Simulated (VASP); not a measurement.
# OsO (P6/mmm) in VASP: settings compared

Aim: see how the results for OsO move with the level of theory and the settings. Levels: PBE, LDA. Tasks: relaxation of cell and atoms.

Program: VASP 6.6.1. These are calculated values, not measurements. Logs are shortened: lines on timing, memory, paths and dates and some standing lists are left out, and cuts for length are marked.

### 1 The crystal as given

Symmetry: P6/mmm, No. 191, hexagonal system. The conventional cell has a = 3.321 Å, b = 3.321 Å, c = 4.659 Å, α = 90.00°, β = 90.00°, γ = 120.00°. Os (site symmetry 6/mmm) is surrounded by 2 O at 2.33 Å. O (site symmetry 6/mmm) is surrounded by 2 Os at 2.33 Å.

The cell was built by a generator and needn't be a form met in nature.

### 2 Relaxation of cell and atoms, PBE

INCAR reads:

```
SYSTEM = OsO
ALGO = Normal
EDIFF = 1E-7
EDIFFG = -0.02
ENCUT = 600
GGA = PE
IBRION = 2
ISIF = 3
ISMEAR = 0
LASPH = .TRUE.
LCHARG = .FALSE.
LREAL = .FALSE.
LWAVE = .FALSE.
NELM = 80
NSW = 60
PREC = Accurate
SIGMA = 0.05
```

KPOINTS reads:

```
k-points
0
G
  9 9 6
  0 0 0
```

POSCAR reads:

```
OsO
1.0
    3.3211167600      0.0000000000      0.0000000000
   -1.6605583800      2.8761714800      0.0000000000
    0.0000000000      0.0000000000      4.6590329000
Os O
1 1
Direct
    0.0000000000      0.0000000000      0.5000000000
    0.0000000000      0.0000000000      0.0000000000
```

Potentials or basis: VASP PAW PBE potentials, release 64 (Os, O).

Launch:

```sh
> cat potpaw_PBE.64/Os/POTCAR potpaw_PBE.64/O/POTCAR > POTCAR
> mpirun -np 1 vasp_std > vasp.out
```

OUTCAR:

```text
SYSTEM = OsO
   EDIFF = 1E-7
   EDIFFG = -0.02
   ENCUT = 600
   GGA = PE
   IBRION = 2
   ISIF = 3
   ISMEAR = 0
   LASPH = .TRUE.
   LREAL = .FALSE.
   NELM = 80
   NSW = 60
   PREC = Accurate

 ion  position               nearest neighbor table
   1  0.000  0.000  0.500-   2 2.33   2 2.33
   2  0.000  0.000  0.000-   1 2.33   1 2.33

  LATTYP: Found a hexagonal cell.
 ALAT       =     3.3211167600
 C/A-ratio  =     1.4028512807

  Lattice vectors:

 A1 = (   3.3211167600,   0.0000000000,   0.0000000000)
 A2 = (  -1.6605583800,   2.8761714800,   0.0000000000)
 A3 = (   0.0000000000,   0.0000000000,   4.6590329000)

Analysis of symmetry for initial positions (statically):
=====================================================================
 Subroutine PRICEL returns:
 Original cell was already a primitive cell.

 Routine SETGRP: Setting up the symmetry group for a
 hexagonal supercell.

 Subroutine GETGRP returns: Found 24 space group operations
 (whereof 24 operations were pure point group operations)
 out of a pool of 24 trial point group operations.

The static configuration has the point symmetry D_6h.

Analysis of symmetry for dynamics (positions and initial velocities):
=====================================================================
 Subroutine PRICEL returns:
 Original cell was already a primitive cell.

 Routine SETGRP: Setting up the symmetry group for a
 hexagonal supercell.

 Subroutine GETGRP returns: Found 24 space group operations
 (whereof 24 operations were pure point group operations)
 out of a pool of 24 trial point group operations.

The dynamic configuration has the point symmetry D_6h.

 Subroutine INISYM returns: Found 24 space group operations
 (whereof 24 operations are pure point group operations),
 and found     1 'primitive' translations

----------------------------------------------------------------------------------------

                                     Primitive cell

  volume of cell :      44.5036

  direct lattice vectors                    reciprocal lattice vectors
     3.321116760  0.000000000  0.000000000     0.301103536  0.173842208  0.000000000
    -1.660558380  2.876171480  0.000000000     0.000000000  0.347684416  0.000000000
     0.000000000  0.000000000  4.659032900     0.000000000  0.000000000  0.214636819

  length of vectors
     3.321116760  3.321116757  4.659032900     0.347684415  0.347684416  0.214636819

  position of ions in fractional coordinates (direct lattice)
     0.000000000  0.000000000  0.500000000
     0.000000000  0.000000000  0.000000000

  ion indices of the primitive-cell ions
   primitive index   ion index
                 1           1
                 2           2

----------------------------------------------------------------------------------------

 KPOINTS: k-points

Automatic generation of k-mesh.
 Grid dimensions read from file:
 generate k-points for:    9    9    6

 Generating k-lattice:

  Cartesian coordinates                     Fractional coordinates (reciprocal lattice)
     0.033455948  0.019315801  0.000000000     0.111111111  0.000000000  0.000000000
     0.000000000  0.038631602  0.000000000     0.000000000  0.111111111  0.000000000
     0.000000000  0.000000000  0.035772803     0.000000000  0.000000000  0.166666667

  Length of vectors
     0.038631602  0.038631602  0.035772803

  Shift w.r.t. Gamma in fractional coordinates (k-lattice)
     0.000000000  0.000000000  0.000000000

 Subroutine IBZKPT returns following result:
 ===========================================

 Found     48 irreducible k-points:

 Following reciprocal coordinates:
            Coordinates               Weight
  0.000000  0.000000  0.000000      1.000000
  0.111111 -0.000000  0.000000      6.000000
  0.222222  0.000000  0.000000      6.000000
  0.333333  0.000000  0.000000      6.000000
  0.444444  0.000000  0.000000      6.000000
  0.111111  0.111111  0.000000      6.000000
[... 16 lines left out ...]
  0.333333  0.222222  0.166667     24.000000
  0.333333  0.333333  0.166667      4.000000
 [... further k-points ...]
   k-points           NKPTS =     48   k-points in BZ     NKDIM =     48   number of bands    NBANDS=     11
   number of dos      NEDOS =    301   number of ions     NIONS =      2
   total plane-waves  NPLWV =  31360
   dimension x,y,z NGX =    28 NGY =   28 NGZ =   40
   dimension x,y,z NGXF=    56 NGYF=   56 NGZF=   80
   ions per type =               1   1
   NGX,Y,Z   is equivalent  to a cutoff of  14.02, 14.02, 14.27 a.u.
   NGXF,Y,Z  is equivalent  to a cutoff of  28.03, 28.03, 28.55 a.u.
 SYSTEM =  OsO
   PREC   = accura    normal or accurate (medium, high low for compatibility)
   ISTART =      0    job   : 0-new  1-cont  2-samecut
   ICHARG =      2    charge: 1-file 2-atom 10-const
   ISPIN  =      1    spin polarized calculation?
   LNONCOLLINEAR =      F non collinear calculations
   LSORBIT =      F    spin-orbit coupling
   LASPH  =      T    aspherical Exc in radial PAW
   ENCUT  =  600.0 eV  44.10 Ry    6.64 a.u.   6.63  6.63  9.31*2*pi/ulx,y,z
   NELM   =     80;   NELMIN=  2; NELMDL= -5     # of ELM steps
   EDIFF  = 0.1E-06   stopping-criterion for ELM
   LREAL  =      F    real-space projection
   EDIFFG = -.2E-01   stopping-criterion for IOM
   NSW    =     60    number of steps for IOM
   IBRION =      2    ionic relax: 0-MD 1-quasi-New 2-CG
   NFREE  =      1    steps in history (QN), initial steepest desc. (CG)
   ISIF   =      3    stress and relaxation
   ISYM   =      2    0-nonsym 1-usesym 2-fastsym
   POTIM  = 0.5000    time-step for ionic-motion
   TEBEG  =    0.0;   TEEND  =   0.0 temperature during run
   PSTRESS=    0.0 pullay stress
   NELECT =      14.0000    total number of electrons
   NUPDOWN=      -1.0000    fix difference up-down
   EMIN   =  10.00;   EMAX   =-10.00  energy-range for DOS
   EFERMI =   0.00;   METHOD = LEGACY
   ISMEAR =     0;   SIGMA  =   0.05  broadening in eV -4-tet -1-fermi 0-gaus
   EFERMI_NEDOS =   21; number of points for ismear=-14 and -15
   IALGO  =     38    algorithm
   IMIX   =      4    mixing-type and parameters
     AMIX     =   0.40;   BMIX     =  1.00
     AMIX_MAG =   1.60;   BMIX_MAG =  1.00
  volume/ion in A,a.u.               =      22.25       150.16
  Fermi-wavevector in a.u.,A,eV,Ry     =   1.113404  2.104028 16.866701  1.239668
  Thomas-Fermi vector in A             =   2.249988
   LORBIT       =      0    0 simple, 1 ext, 2 COOP (PROOUT), +10 PAW based schemes
   GGA     = PE    functional components
   LHFCALC =     F    Hartree Fock is set to
   AEXX    =    0.0000 exact exchange contribution
   IVDW    =     0    specifies the selected vdW correction
   LEPSILON=     F    determine dielectric tensor
   LRPA    =     F    only Hartree local field effects (RPA)
 conjugate gradient relaxation of ions
 non-spin polarized calculation
 Gauss-broadening in eV      SIGMA  =   0.05
  energy-cutoff  :      600.00
  volume of cell :       44.50
 maximum number of plane-waves:      1507
 NGX is ok and might be reduce to    28
   NGX = 13   NGY = 13   NGZ = 19

--------------------------------------- Ionic step        1  -------------------------------------------

 number of electron      14.0000002 magnetization

 Free energy of the ion-electron system (eV)
  ---------------------------------------------------
  ext. energy  EPLUGINS =         0.00000000
  ---------------------------------------------------
  free energy    TOTEN  =       -12.03165013 eV

  energy without entropy =      -12.02606609  energy(sigma->0) =      -12.02885811

 E-fermi :  -0.0092     XC(G=0):  -9.3268

 val. band max:       -0.0333837705   @ k =   0.4444   0.0000   0.1667
 cond. band min:       0.0032257193   @ k =   0.2222   0.1111   0.1667
 fundamental gap:      0.0366094898
 Fermi energy:        -0.0092099580

 k-point     1 :       0.0000    0.0000    0.0000
  band No.  band energies     occupation
      1     -16.8001      2.00000
      2      -3.9503      2.00000
      3      -3.0202      2.00000
      4      -0.9749      2.00000
      5      -0.9749      2.00000
      6      -0.8345      2.00000
      7      -0.8345      2.00000
      8      -0.1600      1.99998
      9      -0.1600      1.99998
     10       0.3849      0.00000
     11       7.5627      0.00000
[... 1448 lines left out ...]
 k-point    24 :       0.3333    0.3333    0.1667
  band No.  band energies     occupation
      1     -16.4085      2.00000
      2      -2.4144      2.00000
      3      -1.8838      2.00000
      4      -1.8838      2.00000
      5       1.9248      2.00000
      6       1.9248      2.00000
      7       3.2358      2.00000
      8       3.2358      2.00000
      9       5.8324      0.00000
     10      11.3478      0.00000
     11      11.3478      0.00000

 [... further k-points ...]

[... ionic steps 4 to 8 ...]

--------------------------------------- Ionic step        9  -------------------------------------------

 number of electron      13.9999998 magnetization

------------------------ aborting loop because EDIFF is reached ----------------------------------------

  FORCE on cell =-STRESS in cart. coord.  units (eV):
  Direction    XX          YY          ZZ          XY          YZ          ZX
  --------------------------------------------------------------------------------------
  -------------------------------------------------------------------------------------
  Total        0.0533010      0.0533010      0.8129556      0.0000000     -0.0000000      0.0000000
  in kB        3.4372877      3.4372877     52.4261094      0.0000000     -0.0000000      0.0000000
  external PRESSURE =      19.7668949 kB  Pullay stress =       0.0000000 kB
[... 57 lines left out ...]
  energy  without entropy=      -17.0835356568  energy(sigma->0) =      -17.08488967

--------------------------------------- Ionic step       11  -------------------------------------------

 number of electron      13.9999998 magnetization

 Free energy of the ion-electron system (eV)
  ---------------------------------------------------
  ext. energy  EPLUGINS =         0.00000000
  ---------------------------------------------------
  free energy    TOTEN  =       -17.10908951 eV

  energy without entropy =      -17.10704957  energy(sigma->0) =      -17.10806954

 E-fermi :   6.0748     XC(G=0): -12.2744

 val. band max:        6.0591536865   @ k =   0.2222   0.1111   0.1667
 cond. band min:       6.0764569682   @ k =   0.3333   0.0000   0.1667
 fundamental gap:      0.0173032816
 Fermi energy:         6.0748309006

 k-point     1 :       0.0000    0.0000    0.0000
  band No.  band energies     occupation
      1     -15.1599      2.00000
      2      -1.3698      2.00000
      3       0.5557      2.00000
      4       3.1506      2.00000
      5       3.1506      2.00000
      6       3.6414      2.00000
      7       3.6414      2.00000
      8       5.7398      2.00000
      9       5.7398      2.00000
     10      10.1780      0.00000
     11      14.6164      0.00000
[... 351 lines left out ...]
  FREE ENERGIE OF THE ION-ELECTRON SYSTEM (eV)
  ---------------------------------------------------
  free  energy   TOTEN  =       -17.1090895051 eV

  energy  without entropy=      -17.1070495697  energy(sigma->0) =      -17.10806954

 reached required accuracy - stopping structural energy minimisation
```

It took 2.5 min on 1 thread of Intel Xeon 6975P-C (Granite Rapids), shared host; peak memory 0.22 GiB.

What came out:

```
Free energy                            : -17.1091 eV
Relaxed volume                         : 12.48 Å³/atom
Relaxed cell                           : a = 2.791 Å, b = 2.791 Å, c = 3.699 Å, α = 90.00°, β = 90.00°, γ = 120.00°
Space group after relaxing (to 0.05 Å) : P6/mmm (No. 191)
Energy gained by relaxing              : 2538.7 meV/atom
Ionic steps                            : 11
Pressure after relaxing                : -0.1 GPa
Band gap on the k mesh                 : none (metal or under the smearing width)
```

The path:
```
step  energy change (eV)  largest force (eV/Å)  pressure (GPa)  volume (Å³)
   1              0.0000                0.0000          -40.15        44.50
   2             79.9813                0.0000         1558.43        15.71
   3             -0.6909                0.0000          -41.86        42.62
   4             -1.3632                0.0000          -43.05        40.87
   5             -2.9258                0.0000           58.53        26.92
   6             -3.6563                0.0000          -37.57        34.76
   7             -4.4042                0.0000          -11.63        30.72
   8             -5.0697                0.0000            4.87        24.43
   9             -5.0761                0.0000            1.98        24.84
  10             -5.0546                0.0000           -7.89        25.44
  11             -5.0774                0.0000           -0.06        24.96
```

Final structure:
```yaml
crystal:
  lattice:
    - [2.79122, 0.00000, 0.00000]
    - [-1.39561, 2.41727, 0.00000]
    - [0.00000, 0.00000, 3.69877]
  atoms:
    - { symbol: Os, position: [0.00000, 0.00000, 0.50000] }
    - { symbol: O, position: [0.00000, 0.00000, 0.00000] }
```

Caveat: the volume moved by over 15 % at a fixed basis, so the end points are rough. Spin-orbit coupling is left out, which matters for the levels of Os.

### 3 Relaxation of cell and atoms, LDA

INCAR reads:

```
ALGO = Fast
EDIFF = 1E-6
EDIFFG = -0.02
ENCUT = 600
IBRION = 2
ISIF = 3
ISMEAR = 0
LASPH = True
LCHARG = False
LREAL = False
LWAVE = False
NELM = 60
NSW = 60
PREC = Accurate
SIGMA = 0.05
```

KPOINTS reads:

```
k-points
0
Gamma
  9 9 6
```

POSCAR is that of step 2.

Potentials or basis: VASP PAW LDA potentials, release 64 (Os, O).

Launch:

```sh
> cat potpaw_LDA.64/Os/POTCAR potpaw_LDA.64/O/POTCAR > POTCAR
> mpirun -np 1 vasp_std > vasp.out
```

Wall time 2.5 min (1 thread of Intel Xeon 6975P-C (Granite Rapids), shared host); peak memory 0.2 GiB.

The run converged. Its results:

- Free energy: -19.3747 eV
- Relaxed volume: 11.82 Å³/atom
- Relaxed cell: a = 2.732 Å, b = 2.732 Å, c = 3.657 Å, α = 90.00°, β = 90.00°, γ = 120.00°
- Space group after relaxing (to 0.05 Å): P6/mmm (No. 191)
- Energy gained by relaxing: 3106.5 meV/atom
- Ionic steps: 14
- Pressure after relaxing: 0.1 GPa
- Band gap on the k mesh: none (metal or under the smearing width)

Stress tensor (GPa, compression positive):
```
 0.23  0.00  0.00
 0.00  0.23  0.00
 0.00  0.00 -0.20
```

The path:
| step | energy change (eV) | largest force (eV/Å) | pressure (GPa) | volume (Å³) |
| --- | --- | --- | --- | --- |
| 1 | 0.0000 | 0.0000 | -45.36 | 44.50 |
| 2 | 132.6335 | 0.0000 | 2272.76 | 13.16 |
| 3 | -1.0268 | 0.0000 | -48.14 | 41.98 |
| 4 | -1.8020 | 0.0000 | -49.64 | 40.17 |
| 5 | -2.4042 | 0.0000 | 102.11 | 24.93 |
| 6 | -4.1927 | 0.0000 | -45.89 | 34.56 |
| 7 | -5.2903 | 0.0000 | -11.78 | 29.55 |
| 8 | -5.2970 | 0.0000 | -15.65 | 29.86 |
| 9 | -6.1839 | 0.0000 | 9.70 | 22.67 |
| 10 | -6.2112 | 0.0000 | 2.91 | 23.42 |
| 11 | -6.2123 | 0.0000 | 0.92 | 23.68 |
| 12 | -6.2123 | 0.0000 | 1.84 | 23.56 |
| 13 | -6.2017 | 0.0000 | -6.53 | 23.95 |
| 14 | -6.2131 | 0.0000 | 0.09 | 23.64 |

Final structure:
```
CELL_PARAMETERS angstrom
2.73210 0.00000 0.00000
-1.36605 2.36607 0.00000
0.00000 0.00000 3.65679
ATOMIC_POSITIONS crystal
Os 0.00000 0.00000 0.50000
O 0.00000 0.00000 0.00000
```

Levels at points of the mesh, in eV from the Fermi level:
```csv
k point,band 3,band 4,band 5,band 6,band 7,band 8,band 9,band 10,band 11
"(0.00, 0.00, 0.00)",-5.70,-2.97,-2.97,-2.64,-2.64,-0.29,-0.29,4.43,8.44
"(0.00, 0.00, 0.50)",-7.71,-4.69,-4.69,-2.58,-2.58,2.62,2.62,4.83,11.10
```

Caveat: the volume moved by over 15 % at a fixed basis, so the end points are rough.

### 4 For comparison

An earlier run on the cell as given: functional PBE; potentials or basis VASP PAW PBE potentials, release 64 (Os, O); cutoff 520 eV; k mesh 9 × 9 × 6; occupations fermi-dirac, width 0.05 eV; no spin polarisation.

- Pressure: -40.1 GPa
- Band gap on the k mesh: none (metal or under the smearing width)

### 5 Overview

| task | level | potentials or basis | cell | cutoff (eV) | smearing | gap on the mesh (eV) | pressure (GPa) | relaxed volume (Å³/atom) |
| --- | --- | --- | --- | --- | --- | --- | --- | --- |
| relaxation of cell and atoms | PBE | VASP PAW PBE potentials, release 64 (Os, O) | relaxed | 600 | gaussian 0.05 eV | none | -0.1 | 12.48 |
| relaxation of cell and atoms | LDA | VASP PAW LDA potentials, release 64 (Os, O) | relaxed | 600 | gaussian 0.05 eV | none | 0.1 | 11.82 |
| single point | PBE | VASP PAW PBE potentials, release 64 (Os, O) | as given | 520 | fermi-dirac 0.05 eV | none | -40.1 | - |

Alike in all rows: no spin polarisation; k mesh 9 × 9 × 6.

Caveats: the volume moved by over 15 % at a fixed basis, so the end points are rough (some runs); a pressure of tens of GPa on the cell as given is suspect, and the run, the potentials or the cell itself is likely at fault (some runs).

Total energies depend on the potentials used, so only differences within one code and one set of settings carry meaning.
